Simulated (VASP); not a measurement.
Here is a VASP 6.6.1 calculation.

The input INCAR:

```
SYSTEM = Ga3Sb2P
ALGO = Fast
EDIFF = 1E-7
ENCUT = 520
GGA = PE
ISIF = 2
ISMEAR = -5
LASPH = .True.
LCHARG = .False.
LREAL = .False.
LWAVE = .False.
NBANDS = 36
NELM = 60
PREC = Accurate
SIGMA = 0.1
```

KPOINTS

```
k-points
0
Gamma
  6 6 6
  0 0 0
```

File POSCAR:

```
Ga3Sb2P
1.0
   -2.0884980158      6.2581737981      2.9463210126
    2.0884980158     -6.2581737981      2.9463210126
    2.0884980158      6.2581737981     -2.9463210126
P Ga Sb
1 3 2
Direct
    0.0013029160      0.0013029160      0.0000000000
    0.2181108672      0.7181108672      0.5000000000
    0.6132325842      0.7664847377      0.8467478465
    0.9197368911      0.7664847377      0.1532521535
    0.3337002478     -0.0011916292      0.3348918770
    0.6639164938     -0.0011916292      0.6651081230
```

Potentials or basis: VASP PAW PBE potentials, release 64 (P, Ga_d, Sb).

Run with:

```console
$ cat potpaw_PBE.64/P/POTCAR potpaw_PBE.64/Ga_d/POTCAR potpaw_PBE.64/Sb/POTCAR > POTCAR
$ mpirun -np 1 vasp_std > vasp.out
```

Question: Estimate the largest force.

Answer: 0.062 eV/Å.

Question: Estimate the pressure.

Answer: 2.1 GPa.

Question: What does it give for the band gap on the k mesh?

Answer: 0.13 eV, direct.

Forces on the atoms (eV/Å):
```
P    0.000  0.000  0.050
Ga   0.000  0.000 -0.062
Ga   0.000  0.026  0.029
Ga   0.000 -0.026  0.029
Sb   0.000 -0.016 -0.022
Sb   0.000  0.016 -0.022
```

Caveat: spin-orbit coupling is left out, which moves the levels of the heavy elements. A k mesh can miss the band edges.
